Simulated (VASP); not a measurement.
Consider the following.

```yaml
crystal:
  lattice:
    - [0.00000, 2.16453, 2.16453]
    - [2.16453, 0.00000, 2.16453]
    - [2.16453, 2.16453, 0.00000]
  atoms:
    - { symbol: Be, position: [0.25000, 0.25000, 0.25000] }
    - { symbol: Be, position: [0.75000, 0.75000, 0.75000] }
    - { symbol: C, position: [0.00000, 0.00000, 0.00000] }
```

Method: PBE GGA, VASP's PBE PAW potentials (set 64) (plane waves; VASP 6.6.1). Settings: 520 eV cut-off, 12×12×12 Γ-centred mesh, Gaussian smearing of 0.010 eV, potentials Be C.

Question: Give the electronic dielectric tensor ε∞ (DFPT, local fields included).

Answer: 
```
7.00  0.00  0.00
0.00  7.00  0.00
0.00  0.00  7.00
```

Question: Give the Born effective charges.

Answer: 
```tsv
atom	Z*xx	Z*yy	Z*zz	mean
Be1	1.54	1.54	1.54	1.54
Be2	1.54	1.54	1.54	1.54
C3	-3.08	-3.08	-3.08	-3.08
```

Question: And the static tensor with the ions free?

Answer: 
```
14.9  0.00  0.00
0.00  14.9  0.00
0.00  0.00  14.9
```

Question: Which frequencies do the optical Γ-point modes have (no LO-TO splitting)?

Answer: 636 (×3), 697 (×3) cm⁻¹.

The compound is Be2C in the antifluorite structure. It was relaxed first.
